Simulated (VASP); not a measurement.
An input for Ansatz (written as the equivalent of a VASP run, and not itself run):

Ansatz 0.2 input:
```yaml
crystal:
  lattice:
    - [0.0000000, 2.3214138, 2.3214138]
    - [2.3214138, 0.0000000, 2.3214138]
    - [2.3214138, 2.3214138, 0.0000000]
  atoms:
    - { symbol: B, position: [0.0000000, 0.0000000, 0.0000000] }
    - { symbol: As, position: [0.2500000, 0.2500000, 0.2500000] }
kpoints:
  mp_grid: { grid: [10, 10, 10] }
hamiltonian:
  xc: r2scan
  pseudopotentials: { kind: paw }
scf:
  occupations: { method: gaussian, width: 0.05 }
  max_iter: 100
relax:
  max_steps: 30
  f_tol: 0.01
output: { forces: true, stress: true, eigenvalues: true }
```

Question: Write the VASP files for the same calculation (r2SCAN).

Answer: Several could match; the one computed here: 
INCAR:
```
ALGO  =  Normal
EDIFF  =  1E-7
EDIFFG  =  -0.01
ENCUT  =  600
IBRION  =  2
ISIF  =  2
ISMEAR  =  0
LASPH  =  .TRUE.
LCHARG  =  .FALSE.
LMAXMIX  =  4
LMIXTAU  =  .TRUE.
LREAL  =  .FALSE.
LWAVE  =  .FALSE.
METAGGA  =  R2SCAN
NELM  =  100
NSW  =  30
PREC  =  Accurate
SIGMA  =  0.05
SYSTEM  =  BAs
```

File POSCAR:
```
BAs
1.0
  0.0000000000   2.3214138346   2.3214138346
  2.3214138346   0.0000000000   2.3214138346
  2.3214138346   2.3214138346   0.0000000000
B As
1 1
Cart
  0.0000000000   0.0000000000   0.0000000000
  1.1607069173   1.1607069173   1.1607069173
```

### KPOINTS
```
Automatic
0
Gamma
 10 10 10
```

POTCAR, in this order: B As (PBE.64 set). Program: vasp_std.

The two are equivalent in intent, not identical: each code has its own PAW files, so the cut-off isn't converted (ENCUT is set for VASP's; basis.ecutwfc is left out, and Ansatz then takes the one that its files recommend); Ansatz stops its SCF on the density residual and VASP on the energy change (EDIFF).

The compound is BAs in the zinc blende structure. This cell was strained or had an atom moved on purpose.
